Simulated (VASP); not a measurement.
CdSb2O4:

```
CELL_PARAMETERS angstrom
7.14125 0.12817 0.00258
0.18160 10.17378 0.12177
0.00123 0.04112 3.44545
ATOMIC_POSITIONS crystal
Cd 0.01025 0.98621 0.02004
Cd 0.49207 0.50838 0.97482
Sb 0.61435 0.21685 0.49121
Sb 0.38481 0.78678 0.55010
Sb 0.12773 0.31438 0.48972
Sb 0.87964 0.68712 0.52231
O 0.22238 0.19346 0.02566
O 0.78862 0.81205 0.06928
O 0.10612 0.85722 0.52728
O 0.89687 0.13341 0.52619
O 0.67926 0.30751 0.02841
O 0.29593 0.71473 0.01238
O 0.38647 0.37121 0.49422
O 0.62602 0.64745 0.49846
```

The cell was built by a generator and needn't be a form met in nature.

* Program: VASP 6.6.1
* Task: relaxation of cell and atoms
* Functional: PBE
* Potentials or basis: VASP PAW PBE potentials, release 64 (Cd, Sb, O)
* Cutoff: 520 eV
* k mesh: 3 × 2 × 5
* Occupations: gaussian, width 0.05 eV
* Spin: no spin polarisation

At the start: pressure 2.3 GPa; volume 17.87 Å³/atom.

Question: Where does the relaxation end?

Answer: Over 28 steps the energy falls by 202.7 meV/atom and the volume is 17.42 Å³/atom (-2.5 %); space group Pbam (No. 55, to 0.05 Å).

The path:
```
step  energy change (eV)  largest force (eV/Å)  pressure (GPa)  volume (Å³)
   1              0.0000                5.6446            2.32       250.21
   2             -1.2616                3.0515           -6.45       259.46
   3             -2.0240                1.6567           -4.85       255.33
   4             -2.3690                1.6128            3.22       238.33
   5             -2.4368                1.1843            0.75       242.93
   6             -2.6553                0.4704            1.07       241.15
   7             -2.6802                0.5188            1.42       240.30
   8             -2.7292                0.5316           -1.10       244.93
   9             -2.7304                0.4588           -0.78       244.30
  10             -2.7769                0.3462           -0.38       244.00
  11             -2.7952                0.5200            0.16       243.67
  12             -2.8200                0.2654           -0.02       244.10
  13             -2.8204                0.2669           -0.05       244.16
  14             -2.8290                0.1342           -0.13       244.02
  15             -2.8294                0.2019           -0.14       243.98
  16             -2.8328                0.1047            0.23       243.26
  17             -2.8328                0.1039            0.22       243.27
  18             -2.8349                0.1062           -0.16       243.90
  19             -2.8349                0.0982           -0.12       243.86
  20             -2.8363                0.0651            0.05       243.65
  21             -2.8363                0.0731            0.06       243.63
  22             -2.8373                0.0525            0.03       243.76
  23             -2.8374                0.0589            0.01       243.81
  24             -2.8378                0.0406           -0.05       243.93
  25             -2.8378                0.0380           -0.06       243.92
  26             -2.8380                0.0415            0.06       243.68
  27             -2.8380                0.0366            0.07       243.71
  28             -2.8383                0.0251            0.00       243.84
```

Final structure:
```xyz
14
Lattice="7.1436 -0.0030 -0.0004 -0.0011 10.0548 0.0017 0.0005 0.0000 3.3948" Properties=species:S:1:pos:R:3 pbc="T T T"
Cd    0.0034    0.0249    0.0550
Cd    3.5746    5.0541    0.0567
Sb    4.3731    2.0895    1.7387
Sb    2.7806    8.0198    1.7663
Sb    0.8018    2.9893    1.7418
Sb    6.3539    7.1108    1.7707
O     1.4010    1.9446    0.0441
O     5.7540    8.1545    0.0701
O     0.7313    8.6734    1.7619
O     6.4196    1.4287    1.7441
O     4.9748    3.1334    0.0415
O     2.1820    6.9753    0.0684
O     2.8499    3.6471    1.7455
O     4.3033    6.4610    1.7644
```
